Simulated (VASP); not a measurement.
# NiS (P6_3/mmc) in VASP: single point with LDA+U

Aim: the single point of NiS with LDA+U.

Program: VASP 6.6.1. These are calculated values, not measurements. Logs are shortened: lines on timing, memory, paths and dates and some standing lists are left out, and cuts for length are marked.

### 1 The structure

It takes space group P6_3/mmc (No. 194, hexagonal). Conventional cell: a = 3.425 Å, b = 3.425 Å, c = 5.340 Å, α = 90.00°, β = 90.00°, γ = 120.00°. Around Ni (site symmetry -3m) lie 6 S at 2.39 Å and 2 Ni at 2.67 Å. Around S (site symmetry -6m2) lie 6 Ni at 2.39 Å.

### 2 Single point, LDA+U

The input, INCAR:

```
PREC = Accurate
ENCUT = 520
EDIFF = 1E-6
ISMEAR = 0
SIGMA = 0.05
LREAL = False
LASPH = True
NELM = 150
ALGO = Normal
ISIF = 2
LWAVE = False
LCHARG = False
LMAXMIX = 4
LDAU = True
LDAUTYPE = 2
LDAUL = 2 -1
LDAUU = 4 0
LDAUJ = 0 0
LDAUPRINT = 1
GGA = CA
NBANDS = 24
```

The input, KPOINTS:

```
Automatic mesh
0
Gamma
  6 6 4
```

The input, POSCAR:

```
NiS
1.0
    3.4250012100      0.0000000000      0.0000000000
   -1.7125006100      2.9661380600      0.0000000000
    0.0000000000      0.0000000000      5.3399998700
Ni S
2 2
Direct
    0.0000000000      0.0000000000      0.0000000000
    0.0000000000      0.0000000000      0.5000000000
    0.3333333333      0.6666666667      0.2500000000
    0.6666666667      0.3333333333      0.7500000000
```

Potentials or basis: VASP PAW LDA potentials, release 64 (Ni, S).

Run with:

```bash
$ cat potpaw_LDA.64/Ni/POTCAR potpaw_LDA.64/S/POTCAR > POTCAR
$ mpirun -np 1 vasp_std > vasp.out
```

OUTCAR:

```text
PREC = Accurate
   ENCUT = 520
   EDIFF = 1E-6
   ISMEAR = 0
   LREAL = False
   LASPH = True
   NELM = 150
   ISIF = 2
   GGA = CA

 ion  position               nearest neighbor table
   1  0.000  0.000  0.000-   4 2.39   3 2.39   4 2.39   3 2.39   4 2.39   3 2.39   2 2.67   2 2.67

   2  0.000  0.000  0.500-   4 2.39   3 2.39   4 2.39   3 2.39   4 2.39   3 2.39   1 2.67   1 2.67

   3  0.333  0.667  0.250-   1 2.39   2 2.39   1 2.39   2 2.39   1 2.39   2 2.39
   4  0.667  0.333  0.750-   1 2.39   2 2.39   1 2.39   2 2.39   1 2.39   2 2.39

  LATTYP: Found a hexagonal cell.
 ALAT       =     3.4250012100
 C/A-ratio  =     1.5591234988

  Lattice vectors:

 A1 = (   3.4250012100,   0.0000000000,   0.0000000000)
 A2 = (  -1.7125006100,   2.9661380600,   0.0000000000)
 A3 = (   0.0000000000,   0.0000000000,   5.3399998700)

Analysis of symmetry for initial positions (statically):
=====================================================================
 Subroutine PRICEL returns:
 Original cell was already a primitive cell.

 Routine SETGRP: Setting up the symmetry group for a
 hexagonal supercell.

 Subroutine GETGRP returns: Found 24 space group operations
 (whereof 12 operations were pure point group operations)
 out of a pool of 24 trial point group operations.

The static configuration has the point symmetry D_3d.
 The point group associated with its full space group is D_6h.

Analysis of symmetry for dynamics (positions and initial velocities):
=====================================================================
 Subroutine PRICEL returns:
 Original cell was already a primitive cell.

 Routine SETGRP: Setting up the symmetry group for a
 hexagonal supercell.

 Subroutine GETGRP returns: Found 24 space group operations
 (whereof 12 operations were pure point group operations)
 out of a pool of 24 trial point group operations.

The dynamic configuration has the point symmetry D_3d.
 The point group associated with its full space group is D_6h.

 Subroutine INISYM returns: Found 24 space group operations
 (whereof 12 operations are pure point group operations),
 and found     1 'primitive' translations

----------------------------------------------------------------------------------------

                                     Primitive cell

  volume of cell :      54.2492

  direct lattice vectors                    reciprocal lattice vectors
     3.425001210  0.000000000  0.000000000     0.291970700  0.168569362  0.000000000
    -1.712500610  2.966138060  0.000000000     0.000000000  0.337138724  0.000000000
     0.000000000  0.000000000  5.339999870     0.000000000  0.000000000  0.187265922

  length of vectors
     3.425001210  3.425001216  5.339999870     0.337138724  0.337138724  0.187265922

  position of ions in fractional coordinates (direct lattice)
     0.000000000  0.000000000  0.000000000
     0.000000000  0.000000000  0.500000000
     0.333333333  0.666666667  0.250000000
     0.666666667  0.333333333  0.750000000

  ion indices of the primitive-cell ions
   primitive index   ion index
                 1           1
                 2           2
                 3           3
                 4           4

----------------------------------------------------------------------------------------

 KPOINTS: Automatic mesh

Automatic generation of k-mesh.
 Grid dimensions read from file:
 generate k-points for:    6    6    4

 Generating k-lattice:

  Cartesian coordinates                     Fractional coordinates (reciprocal lattice)
     0.048661783  0.028094894  0.000000000     0.166666667  0.000000000  0.000000000
     0.000000000  0.056189787  0.000000000     0.000000000  0.166666667  0.000000000
     0.000000000  0.000000000  0.046816481     0.000000000  0.000000000  0.250000000

  Length of vectors
     0.056189787  0.056189787  0.046816481

  Shift w.r.t. Gamma in fractional coordinates (k-lattice)
     0.000000000  0.000000000  0.000000000

 Subroutine IBZKPT returns following result:
 ===========================================

[... 45 lines left out ...]
   EDIFFG = 0.1E-04   stopping-criterion for IOM
   NSW    =      0    number of steps for IOM
   IBRION =     -1    ionic relax: 0-MD 1-quasi-New 2-CG
   NFREE  =      0    steps in history (QN), initial steepest desc. (CG)
   ISIF   =      2    stress and relaxation
   ISYM   =      2    0-nonsym 1-usesym 2-fastsym
   POTIM  = 0.5000    time-step for ionic-motion
   TEBEG  =    0.0;   TEEND  =   0.0 temperature during run
   PSTRESS=    0.0 pullay stress
   NELECT =      32.0000    total number of electrons
   NUPDOWN=      -1.0000    fix difference up-down
   EMIN   =  10.00;   EMAX   =-10.00  energy-range for DOS
   EFERMI =   0.00;   METHOD = LEGACY
   ISMEAR =     0;   SIGMA  =   0.05  broadening in eV -4-tet -1-fermi 0-gaus
   EFERMI_NEDOS =   21; number of points for ismear=-14 and -15
   IALGO  =     38    algorithm
   IMIX   =      4    mixing-type and parameters
     AMIX     =   0.40;   BMIX     =  1.00
     AMIX_MAG =   1.60;   BMIX_MAG =  1.00
  volume/ion in A,a.u.               =      13.56        91.52
  Fermi-wavevector in a.u.,A,eV,Ry     =   1.372968  2.594533 25.647537  1.885041
  Thomas-Fermi vector in A             =   2.498527
   LORBIT       =      0    0 simple, 1 ext, 2 COOP (PROOUT), +10 PAW based schemes
 LDA+U is selected, type is set to LDAUTYPE =  2
   angular momentum for each species LDAUL =     2   -1
   U (eV)           for each species LDAUU =   4.0  0.0
   J (eV)           for each species LDAUJ =   0.0  0.0
   GGA     = CA    functional components
   LHFCALC =     F    Hartree Fock is set to
   AEXX    =    0.0000 exact exchange contribution
   IVDW    =     0    specifies the selected vdW correction
   LEPSILON=     F    determine dielectric tensor
   LRPA    =     F    only Hartree local field effects (RPA)
 non-spin polarized calculation
 Gauss-broadening in eV      SIGMA  =   0.05
  energy-cutoff  :      520.00
  volume of cell :       54.25
 maximum number of plane-waves:      1484
 NGX is ok and might be reduce to    28
   NGX = 13   NGY = 13   NGZ = 19

atom =   1  type =  1  l = 2

 onsite density matrix

spin component  1

  0.8754  0.0000  0.0000  0.0818  0.0000
  0.0000  0.8150  0.0000 -0.0000  0.0818
  0.0000  0.0000  0.9362  0.0000  0.0000
  0.0818 -0.0000  0.0000  0.8150 -0.0000
  0.0000  0.0818  0.0000 -0.0000  0.8754

spin component  2

  0.8754  0.0000  0.0000  0.0818  0.0000
  0.0000  0.8150  0.0000 -0.0000  0.0818
  0.0000  0.0000  0.9362  0.0000  0.0000
  0.0818 -0.0000  0.0000  0.8150 -0.0000
  0.0000  0.0818  0.0000 -0.0000  0.8754

 occupancies and eigenvectors

  o =  0.7580  v =  0.5175 -0.3488 -0.0000 -0.7426  0.2431  0.0000  0.0000  0.0000  0.0000  0.0000      0.0000  0.0000  0.0000  0.0000  0.0000  0.0000  0.0000  0.0000  0.0000  0.0000
  o =  0.7580  v =  0.0000  0.0000  0.0000  0.0000  0.0000  0.5175 -0.3488 -0.0000 -0.7426  0.2431      0.0000  0.0000  0.0000  0.0000  0.0000  0.0000  0.0000  0.0000  0.0000  0.0000
  o =  0.7580  v = -0.2431 -0.7426 -0.0000  0.3488  0.5175  0.0000  0.0000  0.0000  0.0000  0.0000      0.0000  0.0000  0.0000  0.0000  0.0000  0.0000  0.0000  0.0000  0.0000  0.0000
  o =  0.7580  v =  0.0000  0.0000  0.0000  0.0000  0.0000 -0.2431 -0.7426 -0.0000  0.3488  0.5175      0.0000  0.0000  0.0000  0.0000  0.0000  0.0000  0.0000  0.0000  0.0000  0.0000
  o =  0.9323  v =  0.0000  0.0000  0.0000  0.0000  0.0000  0.7426  0.2431 -0.0000  0.5175  0.3488      0.0000  0.0000  0.0000  0.0000  0.0000  0.0000  0.0000  0.0000  0.0000  0.0000
  o =  0.9323  v =  0.7426  0.2431 -0.0000  0.5175  0.3488  0.0000  0.0000  0.0000  0.0000  0.0000      0.0000  0.0000  0.0000  0.0000  0.0000  0.0000  0.0000  0.0000  0.0000  0.0000
  o =  0.9323  v =  0.0000  0.0000  0.0000  0.0000  0.0000 -0.3488  0.5175 -0.0000 -0.2431  0.7426      0.0000  0.0000  0.0000  0.0000  0.0000  0.0000  0.0000  0.0000  0.0000  0.0000
  o =  0.9323  v = -0.3488  0.5175 -0.0000 -0.2431  0.7426  0.0000  0.0000  0.0000  0.0000  0.0000      0.0000  0.0000  0.0000  0.0000  0.0000  0.0000  0.0000  0.0000  0.0000  0.0000
  o =  0.9362  v =  0.0000  0.0000  1.0000  0.0000  0.0000  0.0000  0.0000  0.0000  0.0000  0.0000      0.0000  0.0000  0.0000  0.0000  0.0000  0.0000  0.0000  0.0000  0.0000  0.0000
  o =  0.9362  v =  0.0000  0.0000  0.0000  0.0000  0.0000  0.0000  0.0000  1.0000  0.0000  0.0000      0.0000  0.0000  0.0000  0.0000  0.0000  0.0000  0.0000  0.0000  0.0000  0.0000

atom =   2  type =  1  l = 2

 onsite density matrix

spin component  1

  0.8754 -0.0000  0.0000 -0.0818  0.0000
 -0.0000  0.8150 -0.0000 -0.0000 -0.0818
  0.0000 -0.0000  0.9362 -0.0000  0.0000
 -0.0818 -0.0000 -0.0000  0.8150  0.0000
  0.0000 -0.0818  0.0000  0.0000  0.8754

spin component  2

  0.8754 -0.0000  0.0000 -0.0818  0.0000
 -0.0000  0.8150 -0.0000 -0.0000 -0.0818
  0.0000 -0.0000  0.9362 -0.0000  0.0000
 -0.0818 -0.0000 -0.0000  0.8150  0.0000
  0.0000 -0.0818  0.0000  0.0000  0.8754

 occupancies and eigenvectors

  o =  0.7580  v =  0.5175  0.3488 -0.0000  0.7426  0.2431  0.0000  0.0000  0.0000  0.0000  0.0000      0.0000  0.0000  0.0000  0.0000  0.0000  0.0000  0.0000  0.0000  0.0000  0.0000
  o =  0.7580  v =  0.0000  0.0000  0.0000  0.0000  0.0000  0.5175  0.3488 -0.0000  0.7426  0.2431      0.0000  0.0000  0.0000  0.0000  0.0000  0.0000  0.0000  0.0000  0.0000  0.0000
  o =  0.7580  v = -0.2431  0.7426 -0.0000 -0.3488  0.5175  0.0000  0.0000  0.0000  0.0000  0.0000      0.0000  0.0000  0.0000  0.0000  0.0000  0.0000  0.0000  0.0000  0.0000  0.0000
  o =  0.7580  v =  0.0000  0.0000  0.0000  0.0000  0.0000 -0.2431  0.7426 -0.0000 -0.3488  0.5175      0.0000  0.0000  0.0000  0.0000  0.0000  0.0000  0.0000  0.0000  0.0000  0.0000
  o =  0.9323  v =  0.0000  0.0000  0.0000  0.0000  0.0000  0.7426 -0.2431 -0.0000 -0.5175  0.3488      0.0000  0.0000  0.0000  0.0000  0.0000  0.0000  0.0000  0.0000  0.0000  0.0000
  o =  0.9323  v =  0.7426 -0.2431 -0.0000 -0.5175  0.3488  0.0000  0.0000  0.0000  0.0000  0.0000      0.0000  0.0000  0.0000  0.0000  0.0000  0.0000  0.0000  0.0000  0.0000  0.0000
  o =  0.9323  v =  0.0000  0.0000  0.0000  0.0000  0.0000 -0.3488 -0.5175 -0.0000  0.2431  0.7426      0.0000  0.0000  0.0000  0.0000  0.0000  0.0000  0.0000  0.0000  0.0000  0.0000
  o =  0.9323  v = -0.3488 -0.5175 -0.0000  0.2431  0.7426  0.0000  0.0000  0.0000  0.0000  0.0000      0.0000  0.0000  0.0000  0.0000  0.0000  0.0000  0.0000  0.0000  0.0000  0.0000
  o =  0.9362  v =  0.0000 -0.0000  1.0000 -0.0000  0.0000  0.0000  0.0000  0.0000  0.0000  0.0000      0.0000  0.0000  0.0000  0.0000  0.0000  0.0000  0.0000  0.0000  0.0000  0.0000
  o =  0.9362  v =  0.0000  0.0000  0.0000  0.0000  0.0000  0.0000 -0.0000  1.0000 -0.0000  0.0000      0.0000  0.0000  0.0000  0.0000  0.0000  0.0000  0.0000  0.0000  0.0000  0.0000

 number of electron      31.9999984 magnetization

 Free energy of the ion-electron system (eV)
  ---------------------------------------------------
  ext. energy  EPLUGINS =         0.00000000
  ---------------------------------------------------
  free energy    TOTEN  =       -19.26032865 eV

  energy without entropy =      -19.25694418  energy(sigma->0) =      -19.25863641

 E-fermi :   7.9886     XC(G=0): -12.0153

 val. band max:        7.9682741739   @ k =   0.3333  -0.0000   0.5000
 cond. band min:       8.0442282473   @ k =   0.3333   0.1667   0.2500
 fundamental gap:      0.0759540734
 Fermi energy:         7.9885736926

 k-point     1 :       0.0000    0.0000    0.0000
  band No.  band energies     occupation
      1      -7.3966      2.00000
      2      -5.1474      2.00000
      3       0.4783      2.00000
      4       3.2581      2.00000
      5       3.2581      2.00000
      6       4.2026      2.00000
[... 556 lines left out ...]
     23      17.3542      0.00000
     24      17.3542      0.00000

------------------------ aborting loop because EDIFF is reached ----------------------------------------

  FORCE on cell =-STRESS in cart. coord.  units (eV):
  Direction    XX          YY          ZZ          XY          YZ          ZX
  --------------------------------------------------------------------------------------
  -------------------------------------------------------------------------------------
  Total       -5.0331604     -5.0331605     -6.5189359      0.0000000      0.0000000      0.0000000
  in kB     -148.6476404   -148.6476408   -192.5280237      0.0000003      0.0000000      0.0000000
  external PRESSURE =    -163.2744350 kB  Pullay stress =       0.0000000 kB

 VOLUME and BASIS-vectors are now :
 -----------------------------------------------------------------------------
  energy-cutoff  :      520.00
  volume of cell :       54.25
      direct lattice vectors                 reciprocal lattice vectors
     3.425001210  0.000000000  0.000000000     0.291970700  0.168569362  0.000000000
    -1.712500610  2.966138060  0.000000000     0.000000000  0.337138724  0.000000000
     0.000000000  0.000000000  5.339999870     0.000000000  0.000000000  0.187265922

 POSITION                                       TOTAL-FORCE (eV/Angst)
 -----------------------------------------------------------------------------------
      0.00000      0.00000      0.00000        -0.000000      0.000000      0.000000
      0.00000      0.00000      2.67000        -0.000000      0.000000      0.000000
     -0.00000      1.97743      1.33500         0.000000      0.000000      0.000000
      1.71250      0.98871      4.00500         0.000000      0.000000     -0.000000
 -----------------------------------------------------------------------------------
    total drift:                               -0.000000     -0.000000     -0.000000

  FREE ENERGIE OF THE ION-ELECTRON SYSTEM (eV)
  ---------------------------------------------------
  free  energy   TOTEN  =       -19.2603286474 eV

  energy  without entropy=      -19.2569441781  energy(sigma->0) =      -19.25863641
```

Run time: 12 s. Hardware: 1 thread of Intel Xeon 6975P-C (Granite Rapids), shared host; peak memory 0.15 GiB.

Results:

```
Free energy            : -19.2603 eV
Pressure               : -16.3 GPa
Band gap on the k mesh : none (metal or under the smearing width)
```

Eigenvalues of the final occupation matrices:
```csv
site,spin,trace,eigenvalues
site 1 d,1,4.32,0.76 0.76 0.93 0.93 0.94
site 1 d,2,4.32,0.76 0.76 0.93 0.93 0.94
site 2 d,1,4.32,0.76 0.76 0.93 0.93 0.94
site 2 d,2,4.32,0.76 0.76 0.93 0.93 0.94
```

Caveat: the run has no spin polarisation, though such a crystal can be magnetic; U without spin polarisation on a metal has little footing.
